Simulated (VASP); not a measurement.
# XPS shifts in PtW9, part 3 of 3

Wanted: the chemical shifts that photoemission would resolve in PtW9.

VASP 6.6.1, plane waves and PAW; the level of theory is named at each step.

So far. Step 2 (Relaxation): The forces on the free atoms are under 0.05 eV/Å.

## (4) Core hole, atom W5

This step: final-state core hole with the electron kept at the Fermi level, PBEsol; plane waves and PAW (W, Pt, W) (VASP 6.6.1).

System of this step: PtW9. The cell holds 20 atoms: 18 W and 2 Pt. Cell: a = 6.340 Å, b = 6.340 Å, c = 20.340 Å, α = 90.0°, β = 90.0°, γ = 90.0°. It derives from W. Pt replaces host atoms (quarter in the top layer, both faces). Vacuum lies along c.

A core electron of W5 (4f) is moved to the Fermi level; this atom comes first in POSCAR as a species of its own.

INCAR reads:

```
SYSTEM = PtW9
PREC = Normal
ENCUT = 330
EDIFF = 1E-05
NELM = 120
ISMEAR = 0
SIGMA = 0.1
LREAL = Auto
ALGO = Fast
GGA = PS
NBANDS = 84
LASPH = .TRUE.
LWAVE = .FALSE.
LCHARG = .FALSE.
NCORE = 8
ICORELEVEL = 2
CLNT = 1
CLN = 4
CLL = 3
CLZ = 1
ISIF = 0
```

POSCAR reads:

```
PtW9
1.0
    6.3400000000      0.0000000000      0.0000000000
    0.0000000000      6.3400000000      0.0000000000
    0.0000000000      0.0000000000     20.3400000000
W Pt W
1 2 17
Direct
    0.5000000000      0.5000000000      0.6441192326
    0.0000000000      0.0000000000      0.6448911614
    0.0000000000      0.0000000000      0.3551088386
    0.5000000000      0.0000000000      0.6443857841
    0.0000000000      0.5000000000      0.6443857841
    0.2539855383      0.2539855383      0.5776636736
    0.7460144617      0.2539855383      0.5776636736
    0.2539855383      0.7460144617      0.5776636736
    0.7460144617      0.7460144617      0.5776636736
    0.0000000000      0.0000000000      0.5000000000
    0.5000000000      0.0000000000      0.5000000000
    0.0000000000      0.5000000000      0.5000000000
    0.5000000000      0.5000000000      0.5000000000
    0.2539855383      0.2539855383      0.4223363264
    0.7460144617      0.2539855383      0.4223363264
    0.2539855383      0.7460144617      0.4223363264
    0.7460144617      0.7460144617      0.4223363264
    0.5000000000      0.0000000000      0.3556142159
    0.0000000000      0.5000000000      0.3556142159
    0.5000000000      0.5000000000      0.3558807674
```

KPOINTS reads:

```
Automatic mesh
0
Gamma
3 3 1
0 0 0
```

PAW data sets: W, Pt and W (PBE family, release 64).

Started as:

```sh
$ mpirun -np 8 vasp_std
```

The log of the run:

```text
[banner, memory and clock lines left out]
running    8 mpi-ranks, on    1 nodes
 distrk:  each k-point on    8 cores,    1 groups
 distr:  one band on    8 cores,    1 groups

 POSCAR found type information on POSCAR W PtW
 POSCAR found :  3 types and      20 ions
 [... a notice as in an earlier step ...]

 [... a notice as in an earlier step ...]

 LDA part: xc-table for (Slater+PW92), standard interpolation
 POSCAR, INCAR and KPOINTS ok, starting setup
 FFT: planning ... GRIDC
 FFT: planning ... GRID_SOFT
 FFT: planning ... GRID
 WAVECAR not read
 entering main loop
       N       E                     dE             d eps       ncg     rms          rms(c)
DAV:   1     0.532296365232E+03    0.53230E+03   -0.38887E+04   504   0.863E+02
DAV:   2    -0.220130108047E+03   -0.75243E+03   -0.69712E+03   688   0.230E+02
DAV:   3    -0.301088990050E+03   -0.80959E+02   -0.77386E+02   640   0.760E+01
DAV:   4    -0.306928368608E+03   -0.58394E+01   -0.57337E+01   808   0.181E+01
DAV:   5    -0.307110275654E+03   -0.18191E+00   -0.18082E+00   752   0.348E+00    0.920E+01
RMM:   6    -0.322598322958E+03   -0.15488E+02   -0.12377E+02   631   0.249E+01    0.482E+01
RMM:   7    -0.371511748914E+03   -0.48913E+02   -0.29517E+02   734   0.364E+01    0.448E+01
RMM:   8    -0.297453942389E+03    0.74058E+02   -0.76887E+01   562   0.237E+01    0.291E+01
RMM:   9    -0.277974587399E+03    0.19479E+02   -0.36998E+01   569   0.176E+01    0.137E+01
RMM:  11    -0.276953200425E+03    0.46802E-01   -0.21015E+00   621   0.364E+00    0.945E+00
RMM:  12    -0.276551194280E+03    0.40201E+00   -0.10382E+00   730   0.216E+00    0.789E+00
RMM:  13    -0.276440347956E+03    0.11085E+00   -0.30848E-01   679   0.126E+00    0.703E+00
RMM:  14    -0.276138861972E+03    0.30149E+00   -0.15505E+00   863   0.242E+00    0.260E+00
RMM:  15    -0.276093157792E+03    0.45704E-01   -0.13945E-01   664   0.909E-01    0.166E+00
RMM:  16    -0.276078400663E+03    0.14757E-01   -0.11900E-01   686   0.718E-01    0.980E-01
RMM:  17    -0.276072386816E+03    0.60138E-02   -0.57439E-02   748   0.484E-01    0.459E-01
RMM:  18    -0.276073427726E+03   -0.10409E-02   -0.14338E-02   773   0.232E-01    0.209E-01
RMM:  19    -0.276073874277E+03   -0.44655E-03   -0.28845E-03   736   0.110E-01    0.146E-01
RMM:  20    -0.276074142063E+03   -0.26779E-03   -0.17861E-03   693   0.821E-02    0.829E-02
RMM:  21    -0.276074268694E+03   -0.12663E-03   -0.64151E-04   708   0.550E-02    0.323E-02
RMM:  22    -0.276074297355E+03   -0.28660E-04   -0.32448E-04   756   0.314E-02    0.255E-02
RMM:  23    -0.276074321891E+03   -0.24537E-04   -0.10976E-04   583   0.227E-02    0.194E-02
RMM:  24    -0.276074354803E+03   -0.32912E-04   -0.41508E-05   471   0.126E-02    0.155E-02
RMM:  25    -0.276074435388E+03   -0.80585E-04   -0.22712E-05   408   0.101E-02    0.974E-03
RMM:  26    -0.276074534112E+03   -0.98724E-04   -0.21759E-05   415   0.897E-03    0.638E-03
RMM:  27    -0.276074607860E+03   -0.73748E-04   -0.83190E-06   366   0.667E-03    0.589E-03
RMM:  28    -0.276074710829E+03   -0.10297E-03   -0.74072E-06   365   0.632E-03    0.483E-03
RMM:  29    -0.276074763411E+03   -0.52583E-04   -0.36188E-06   313   0.415E-03    0.332E-03
RMM:  30    -0.276074796435E+03   -0.33024E-04   -0.27407E-06   283   0.348E-03    0.224E-03
RMM:  31    -0.276074806951E+03   -0.10515E-04   -0.15819E-06   233   0.284E-03    0.110E-03
RMM:  32    -0.276074809196E+03   -0.22453E-05   -0.59504E-07   153   0.216E-03
   1 F= -.27607481E+03 E0= -.27602609E+03  d E =-.974476E-01
```

It took 21 s on 8 MPI ranks of AMD EPYC 7R43, shared host; peak memory 0.79 GiB.

OUTCAR, selected parts (step 4):

```text
 Subroutine GETGRP returns: Found  8 space group operations
 (whereof  8 operations were pure point group operations)

The static configuration has the point symmetry C_4v.

 Found      3 irreducible k-points:

   NELECT =     129.0000    total number of electrons

 the core state eigenenergies are
   1-  1s -69491.8472  2s -12012.8229  2p -10506.3768  3s  -2784.9880  3p  -2339.0407
       3d  -1827.2354  4s   -585.7743  4p   -438.5052  4d   -252.2480  4f    -44.8313
       5s    -79.1725  5p    -41.4472
   2-  1s -78398.0729  2s -13767.7256  2p -11927.9958  3s  -3231.5731  3p  -2696.0737
       3d  -2116.4481  4s   -691.8659  4p   -516.3085  4d   -303.3816  4f    -66.7889
       5s    -98.2390  5p    -52.3387
   3-  1s -78397.9983  2s -13767.6495  2p -11927.9197  3s  -3231.5004  3p  -2696.0010
       3d  -2116.3748  4s   -691.7980  4p   -516.2412  4d   -303.3147  4f    -66.7230
       5s    -98.1832  5p    -52.2890
   4-  1s -69462.2104  2s -11982.9595  2p -10476.5546  3s  -2755.6792  3p  -2309.7915
       3d  -1797.7474  4s   -564.1592  4p   -417.9426  4d   -232.8178  4f    -27.7041
       5s    -73.3516  5p    -37.5554
   5-  1s -69462.2104  2s -11982.9595  2p -10476.5546  3s  -2755.6792  3p  -2309.7915
       3d  -1797.7474  4s   -564.1592  4p   -417.9426  4d   -232.8178  4f    -27.7041
       5s    -73.3516  5p    -37.5554
   6-  1s -69462.2489  2s -11983.0621  2p -10476.6528  3s  -2755.7931  3p  -2309.9052
       3d  -1797.8633  4s   -564.2891  4p   -418.0747  4d   -232.9540  4f    -27.8488
       5s    -73.5275  5p    -37.7402
   7-  1s -69462.2489  2s -11983.0621  2p -10476.6528  3s  -2755.7931  3p  -2309.9052
       3d  -1797.8633  4s   -564.2891  4p   -418.0747  4d   -232.9540  4f    -27.8488
       5s    -73.5275  5p    -37.7402
   8-  1s -69462.2489  2s -11983.0621  2p -10476.6528  3s  -2755.7931  3p  -2309.9052
       3d  -1797.8633  4s   -564.2891  4p   -418.0747  4d   -232.9540  4f    -27.8488
       5s    -73.5275  5p    -37.7402
   9-  1s -69462.2489  2s -11983.0621  2p -10476.6528  3s  -2755.7931  3p  -2309.9052
       3d  -1797.8633  4s   -564.2891  4p   -418.0747  4d   -232.9540  4f    -27.8488
       5s    -73.5275  5p    -37.7402
  10-  1s -69462.3594  2s -11983.1525  2p -10476.7448  3s  -2755.8711  3p  -2309.9831
       3d  -1797.9421  4s   -564.3479  4p   -418.1313  4d   -233.0077  4f    -27.8942
       5s    -73.5354  5p    -37.7289
  11-  1s -69462.5588  2s -11983.3666  2p -10476.9581  3s  -2756.0835  3p  -2310.1955
       3d  -1798.1556  4s   -564.5580  4p   -418.3413  4d   -233.2181  4f    -28.1040
       5s    -73.7405  5p    -37.9274
  12-  1s -69462.5588  2s -11983.3666  2p -10476.9581  3s  -2756.0835  3p  -2310.1955
       3d  -1798.1556  4s   -564.5580  4p   -418.3413  4d   -233.2181  4f    -28.1040
       5s    -73.7405  5p    -37.9274
  13-  1s -69461.8961  2s -11982.7179  2p -10476.3071  3s  -2755.4733  3p  -2309.5854
       3d  -1797.5400  4s   -564.0059  4p   -417.7952  4d   -232.6789  4f    -27.5886
       5s    -73.3389  5p    -37.5929
[...]
3d  -1797.6642  4s   -564.0973  4p   -417.8830  4d   -232.7612  4f    -27.6560
       5s    -73.3415  5p    -37.5623

 E-fermi :   0.5141

 k-point     1 :       0.0000    0.0000    0.0000
  band No.  band energies     occupation
    ...
     58      -0.3080      2.00000
     59      -0.1669      2.00000
     60       0.2409      1.99989
     61       0.2409      1.99989
     62       0.3140      1.99534
     63       0.7322      0.00204
     64       0.7322      0.00204
     65       0.8934      0.00000
     66       1.0601      0.00000
     67       1.0903      0.00000
    ...

 k-point     2 :       0.3333    0.0000    0.0000
  band No.  band energies     occupation
    ...
     59      -0.0007      2.00000
     60       0.0042      2.00000
     61       0.0552      2.00000
     62       0.3752      1.95060
     63       0.4825      1.34556
     64       0.5734      0.40170
     65       0.6109      0.17095
     66       0.6517      0.05169
     67       0.7708      0.00028
     68       0.8570      0.00000
    ...

 POSITION                                       TOTAL-FORCE (eV/Angst)
 -----------------------------------------------------------------------------------
      3.17000      3.17000     13.10139         0.000000     -0.000000     -1.125869
      0.00000      0.00000     13.11709         0.000000     -0.000000     -0.030624
      0.00000      0.00000      7.22291         0.000000     -0.000000      0.033541
      3.17000      0.00000     13.10681         0.000000     -0.000000      0.120270
      0.00000      3.17000     13.10681         0.000000     -0.000000      0.120270
      1.61027      1.61027     11.74968         0.239658      0.239658      0.210954
      4.72973      1.61027     11.74968        -0.239658      0.239658      0.210954
      1.61027      4.72973     11.74968         0.239658     -0.239658      0.210954
      4.72973      4.72973     11.74968        -0.239658     -0.239658      0.210954
      0.00000      0.00000     10.17000         0.000000     -0.000000     -0.044277
      3.17000      0.00000     10.17000         0.000000     -0.000000     -0.063434
      0.00000      3.17000     10.17000         0.000000     -0.000000     -0.063434
      3.17000      3.17000     10.17000         0.000000     -0.000000      0.246017
      1.61027      1.61027      8.59032         0.108747      0.108747      0.049160
      4.72973      1.61027      8.59032        -0.108747      0.108747      0.049160
      1.61027      4.72973      8.59032         0.108747     -0.108747      0.049160
      4.72973      4.72973      8.59032        -0.108747     -0.108747      0.049160
      3.17000      0.00000      7.23319         0.000000     -0.000000     -0.002414
      0.00000      3.17000      7.23319         0.000000     -0.000000     -0.002414
      3.17000      3.17000      7.23861         0.000000     -0.000000     -0.228087
 -----------------------------------------------------------------------------------
    total drift:                               -0.000000      0.000000     -0.004178

  FREE ENERGIE OF THE ION-ELECTRON SYSTEM (eV)
  ---------------------------------------------------
  free  energy   TOTEN  =      -276.0748091961 eV

  energy  without entropy=     -275.9773615664  energy(sigma->0) =     -276.02608538

[... 6 parts as in an earlier step ...]

[... 2 further parts left out ...]
```

This run has no spin polarisation. The data set W keeps the semicore shell frozen, which is cheaper and a little less accurate.

This step gave:

```yaml
free_energy_toten: -276.0748 eV
energy_at_zero_smearing: -276.0261 eV
fermi_energy: 0.5141 eV
```

This is the reference for holes on W.

## (5) Core hole, atom W4

The same hole on the next atom.

INCAR is that of step 4.

Edit POSCAR of step 4 so:

```diff
@@ -8,3 +8,3 @@
 Direct
-    0.5000000000      0.5000000000      0.6441192326
+    0.0000000000      0.5000000000      0.6443857841
     0.0000000000      0.0000000000      0.6448911614
@@ -12,3 +12,3 @@
     0.5000000000      0.0000000000      0.6443857841
-    0.0000000000      0.5000000000      0.6443857841
+    0.5000000000      0.5000000000      0.6441192326
     0.2539855383      0.2539855383      0.5776636736
```

KPOINTS is that of step 4.

Started as:

```sh
$ mpirun -np 8 vasp_std
```

The log of the run:

```text
[... set-up lines as in an earlier step ...]
 entering main loop
       N       E                     dE             d eps       ncg     rms          rms(c)
DAV:   1     0.526926643227E+03    0.52693E+03   -0.38918E+04   672   0.864E+02
DAV:   2    -0.219771745660E+03   -0.74670E+03   -0.69366E+03   896   0.230E+02
DAV:   3    -0.299782314853E+03   -0.80011E+02   -0.76045E+02   840   0.751E+01
DAV:   4    -0.306243274502E+03   -0.64610E+01   -0.63385E+01  1080   0.181E+01
[...]
RMM:  30    -0.276044921960E+03   -0.65326E-04   -0.37803E-06   404   0.374E-03    0.270E-03
RMM:  31    -0.276044938126E+03   -0.16166E-04   -0.16341E-06   335   0.293E-03    0.132E-03
RMM:  32    -0.276044943925E+03   -0.57986E-05   -0.86328E-07   240   0.230E-03
   1 F= -.27604494E+03 E0= -.27599344E+03  d E =-.103009E+00
```

The job ended after 26 s (8 MPI ranks; peak memory 0.8 GiB).

OUTCAR, selected parts (step 5):

```text
 POSITION                                       TOTAL-FORCE (eV/Angst)
 -----------------------------------------------------------------------------------
      0.00000      3.17000     13.10681         0.000000     -0.000000     -1.429854
      0.00000      0.00000     13.11709         0.000000     -0.000000     -0.033413
      0.00000      0.00000      7.22291         0.000000     -0.000000      0.080954
      3.17000      0.00000     13.10681         0.000000     -0.000000     -0.263941
      3.17000      3.17000     13.10139         0.000000     -0.000000      0.017008
      1.61027      1.61027     11.74968        -0.173114      0.300116      0.468561
      4.72973      1.61027     11.74968         0.173114      0.300116      0.468561
      1.61027      4.72973     11.74968        -0.173114     -0.300116      0.468561
      4.72973      4.72973     11.74968         0.173114     -0.300116      0.468561
      0.00000      0.00000     10.17000         0.000000     -0.000000      0.083185
      3.17000      0.00000     10.17000         0.000000     -0.000000     -0.393749
      0.00000      3.17000     10.17000         0.000000     -0.000000      0.018015
      3.17000      3.17000     10.17000         0.000000     -0.000000      0.045722
      1.61027      1.61027      8.59032         0.023629      0.047744      0.030497
[...]
-----------------------------------------------------------------------------------
    total drift:                               -0.000000      0.000000     -0.002367

  FREE ENERGIE OF THE ION-ELECTRON SYSTEM (eV)
  ---------------------------------------------------
  free  energy   TOTEN  =      -276.0449439246 eV

  energy  without entropy=     -275.9419344793  energy(sigma->0) =     -275.99343920

[... 1 part as in an earlier step ...]

[... 2 further parts left out ...]
[key lines of the parts left out:]
E-fermi :   0.4917
```

Against the hole on W5 the energy differs by +0.03 eV.

## (6) Core hole, atom W6

The same hole on the next atom.

INCAR is that of step 5.

Edit POSCAR of step 5 so:

```diff
@@ -8,3 +8,3 @@
 Direct
-    0.0000000000      0.5000000000      0.6443857841
+    0.2539855383      0.2539855383      0.5776636736
     0.0000000000      0.0000000000      0.6448911614
@@ -12,4 +12,4 @@
     0.5000000000      0.0000000000      0.6443857841
+    0.0000000000      0.5000000000      0.6443857841
     0.5000000000      0.5000000000      0.6441192326
-    0.2539855383      0.2539855383      0.5776636736
     0.7460144617      0.2539855383      0.5776636736
```

KPOINTS is that of step 5.

Started as:

```sh
$ mpirun -np 8 vasp_std
```

The log of the run:

```text
[... set-up lines as in an earlier step ...]
 entering main loop
       N       E                     dE             d eps       ncg     rms          rms(c)
DAV:   1     0.530531027396E+03    0.53053E+03   -0.38970E+04   672   0.863E+02
DAV:   2    -0.222336180173E+03   -0.75287E+03   -0.70325E+03   928   0.231E+02
DAV:   3    -0.300138795978E+03   -0.77803E+02   -0.74090E+02   812   0.755E+01
DAV:   4    -0.306825734109E+03   -0.66869E+01   -0.64884E+01  1096   0.180E+01
[...]
RMM:  21    -0.275770637088E+03   -0.39133E-04   -0.47064E-04   986   0.422E-02    0.305E-02
RMM:  22    -0.275770663182E+03   -0.26094E-04   -0.17341E-04   890   0.222E-02    0.220E-02
RMM:  23    -0.275770653821E+03    0.93609E-05   -0.52196E-05   671   0.162E-02
   1 F= -.27577065E+03 E0= -.27572659E+03  d E =-.881326E-01
```

The job ended after 19 s (8 MPI ranks; peak memory 0.79 GiB).

OUTCAR, selected parts (step 6):

```text
 POSITION                                       TOTAL-FORCE (eV/Angst)
 -----------------------------------------------------------------------------------
      1.61027      1.61027     11.74968         0.534901      0.534901      0.205531
      0.00000      0.00000     13.11709        -0.096890     -0.096890     -0.144043
      0.00000      0.00000      7.22291         0.030181      0.030181      0.069150
      3.17000      0.00000     13.10681        -0.227583      0.197251     -0.352659
      0.00000      3.17000     13.10681         0.197251     -0.227583     -0.352659
      3.17000      3.17000     13.10139        -0.188446     -0.188446     -0.201703
      4.72973      1.61027     11.74968        -0.059218      0.015350      0.014600
      1.61027      4.72973     11.74968         0.015350     -0.059218      0.014600
      4.72973      4.72973     11.74968        -0.036576     -0.036576      0.174198
      0.00000      0.00000     10.17000         0.102228      0.102228      0.218813
      3.17000      0.00000     10.17000        -0.124890      0.040056     -0.031502
      0.00000      3.17000     10.17000         0.040056     -0.124890     -0.031502
      3.17000      3.17000     10.17000        -0.225098     -0.225098      0.079322
      1.61027      1.61027      8.59032         0.072253      0.072253      0.148685
[...]
-----------------------------------------------------------------------------------
    total drift:                               -0.001934     -0.001934     -0.002283

  FREE ENERGIE OF THE ION-ELECTRON SYSTEM (eV)
  ---------------------------------------------------
  free  energy   TOTEN  =      -275.7706538207 eV

  energy  without entropy=     -275.6825211977  energy(sigma->0) =     -275.72658751

[... 2 parts as in an earlier step ...]

[... 1 further part left out ...]
[key lines of the parts left out:]
E-fermi :   0.4937
```

Against the hole on W5 the energy differs by +0.30 eV.

## (7) Summary

This step: core-level shifts, PBEsol; plane waves and PAW (VASP 6.6.1).

This step runs nothing: it gathers the runs above.

A positive shift is a higher binding energy. Cost is wall time times ranks on a shared host. Core-level shifts:

```tsv
atom	region	shell	Kohn-Sham level below the Fermi level (eV)	initial-state shift (eV)	final-state shift (eV)	shifts are from	cost (core minutes)
W5	layer 1	4f	28.24	0	0	W5	2.8
W4	layer 1	4f	28.21	-0.0249	0.03265	W5	3.47
W6	layer 2	4f	28.22	-0.0153	0.2995	W5	2.53
```

## (8) Summary of results

* W4 4f (layer 1), from W5: initial state -0.02 eV, final state +0.03 eV
* W6 4f (layer 2), from W5: initial state -0.02 eV, final state +0.30 eV

In words: Against W5, W4 is shifted by -0.02 eV in the initial state and by +0.03 eV with the hole; against W5, W6 is shifted by -0.02 eV in the initial state and by +0.30 eV with the hole (energies extrapolated to zero smearing). Only these atoms were given a hole, so other sites aren't ranked. The difference of the two pictures holds the screening of the hole, but also the cell's limits: holes repeat 6.3 Å apart, and the electron from the core stays in the cell, where it moves the Fermi energy by -0.04 to -0.02 eV; that is about as much as the final-state shift of W4, or more, so there size and sign aren't settled. Cell size, mesh and smearing weren't varied between the hole runs, and no dipole correction was applied to the slab. The other core electrons are frozen, spin-orbit splitting and multiplets are absent, and only shifts between atoms of one element are meaningful. Not tabulated here, as repeats of values shown or as unfit to read for their mesh, reference level or band range: core levels (core hole).

[Lines on the potential files, build, host, timing and source positions are cut from VASP's logs without a mark.]

[Logs are printed without paths, hosts, clocks, repeated set-up lines and the standing remarks that a program may print on its own settings, such as how far it seeks lower states.]

[Hosts, paths, dates, database ids (printed as entryN), source tags and the programs' standing remarks are cut or masked in the printed files.]
